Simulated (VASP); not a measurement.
Here is a VASP 6.6.1 calculation.

INCAR

```
PREC     = Accurate       # precision mode
ENCUT    = 600            # plane-wave cutoff, eV
EDIFF    = 1E-6           # SCF threshold, eV
ISMEAR   = 1              # smearing method
SIGMA    = 0.1            # smearing width, eV
LREAL    = F              # projectors in reciprocal space
LASPH    = T              # aspherical terms in the spheres
NELM     = 80             # most SCF steps
ALGO     = Normal         # electronic algorithm
ISIF     = 3              # what is computed and relaxed
LWAVE    = F              # write WAVECAR
LCHARG   = F              # write CHGCAR
IBRION   = 2              # ionic algorithm
NSW      = 90             # ionic steps
EDIFFG   = -0.01          # ionic threshold
KPAR     = 8
```

KPOINTS

```
regular mesh
0
Gamma
  6 6 6
```

File POSCAR:

```
Bi2Ir2O7
1.0
    0.0000000000      5.1724551700      5.1724551700
    5.1724551700      0.0000000000      5.1724551700
    5.1724551700      5.1724551700      0.0000000000
Bi Ir O
4 4 14
Direct
    0.1250000000      0.6250000000      0.6250000000
    0.6250000000      0.1250000000      0.6250000000
    0.6250000000      0.6250000000      0.1250000000
    0.6250000000      0.6250000000      0.6250000000
    0.6250000000      0.1250000000      0.1250000000
    0.1250000000      0.6250000000      0.1250000000
    0.1250000000      0.1250000000      0.6250000000
    0.1250000000      0.1250000000      0.1250000000
    0.2071724800      0.2071724800      0.7928275200
    0.7928275200      0.7928275200      0.2071724800
    0.2071724800      0.7928275200      0.2071724800
    0.7928275200      0.2071724800      0.7928275200
    0.7928275200      0.2071724800      0.2071724800
    0.2071724800      0.7928275200      0.7928275200
    0.0428275200      0.0428275200      0.4571724800
    0.4571724800      0.4571724800      0.0428275200
    0.0428275200      0.4571724800      0.0428275200
    0.4571724800      0.0428275200      0.4571724800
    0.4571724800      0.0428275200      0.0428275200
    0.0428275200      0.4571724800      0.4571724800
    0.7500000000      0.7500000000      0.7500000000
    0.5000000000      0.5000000000      0.5000000000
```

Potentials or basis: VASP PAW LDA potentials, release 64 (Bi_d, Ir, O).

Run with:

```bash
$ cat potpaw_LDA.64/Bi_d/POTCAR potpaw_LDA.64/Ir/POTCAR potpaw_LDA.64/O/POTCAR > POTCAR
$ mpirun -np 8 vasp_std > vasp.out
```

Question: Predict the band gap on the k mesh.

Answer: None (metal or under the smearing width).

Question: Predict the space group after relaxing (to 0.05 Å).

Answer: Fd-3m (No. 227).

Final structure:
```yaml
crystal:
  lattice:
    - [0.00000, 5.12025, 5.12025]
    - [5.12025, 0.00000, 5.12025]
    - [5.12025, 5.12025, 0.00000]
  atoms:
    - { symbol: Bi, position: [0.12500, 0.62500, 0.62500] }
    - { symbol: Bi, position: [0.62500, 0.12500, 0.62500] }
    - { symbol: Bi, position: [0.62500, 0.62500, 0.12500] }
    - { symbol: Bi, position: [0.62500, 0.62500, 0.62500] }
    - { symbol: Ir, position: [0.62500, 0.12500, 0.12500] }
    - { symbol: Ir, position: [0.12500, 0.62500, 0.12500] }
    - { symbol: Ir, position: [0.12500, 0.12500, 0.62500] }
    - { symbol: Ir, position: [0.12500, 0.12500, 0.12500] }
    - { symbol: O, position: [0.20634, 0.20634, 0.79366] }
    - { symbol: O, position: [0.79366, 0.79366, 0.20634] }
    - { symbol: O, position: [0.20634, 0.79366, 0.20634] }
    - { symbol: O, position: [0.79366, 0.20634, 0.79366] }
    - { symbol: O, position: [0.79366, 0.20634, 0.20634] }
    - { symbol: O, position: [0.20634, 0.79366, 0.79366] }
    - { symbol: O, position: [0.04366, 0.04366, 0.45634] }
    - { symbol: O, position: [0.45634, 0.45634, 0.04366] }
    - { symbol: O, position: [0.04366, 0.45634, 0.04366] }
    - { symbol: O, position: [0.45634, 0.04366, 0.45634] }
    - { symbol: O, position: [0.45634, 0.04366, 0.04366] }
    - { symbol: O, position: [0.04366, 0.45634, 0.45634] }
    - { symbol: O, position: [0.75000, 0.75000, 0.75000] }
    - { symbol: O, position: [0.50000, 0.50000, 0.50000] }
```

Caveat: spin-orbit coupling is left out, which moves the levels of the heavy elements.
